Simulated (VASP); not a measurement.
CuAu (L1_0) is relaxed at rising pressure, each step from the one before. Symmetry mostly holds the structure type, and other phases were not tried. The mesh follows the cell, and a change of mesh leaves a small step in the series.

Consider the following.

```xyz
2
Lattice="2.8324 0.0000 0.0000 0.0000 2.8324 0.0000 0.0000 0.0000 3.7417" Properties=species:S:1:pos:R:3 pbc="T T T"
Cu     0.0000     0.0000     0.0000
Au     1.4162     1.4162     1.8708
```

All values below come from PBE GGA, VASP's PBE PAW potentials (set 64) (plane waves; VASP). Run with 500 eV cut-off, 13×13×10 Γ-centred mesh, first-order Methfessel-Paxton smearing of 0.10 eV, potentials Cu Au.

Unless said otherwise, spin-orbit coupling is left out, though it shifts the bands of the heavy elements here.

```tsv
P (GPa)	V (Å³/atom)	H − H(0) (eV/atom)	space group	gap on the mesh (eV)	k-mesh
0	15.01	0.000	P4/mmm	0.00	13×13×10
5	14.52	0.461	P4/mmm	0.00	13×13×10
10	14.12	0.908	P4/mmm	0.00	13×13×10
20	13.48	1.770	P4/mmm	0.00	13×13×10
30	12.98	2.596	P4/mmm	0.00	13×13×10
45	12.39	3.780	P4/mmm	0.00	13×13×11
```

Pressures at which the relaxation failed are left out.

The compound is CuAu in the L1_0 structure.
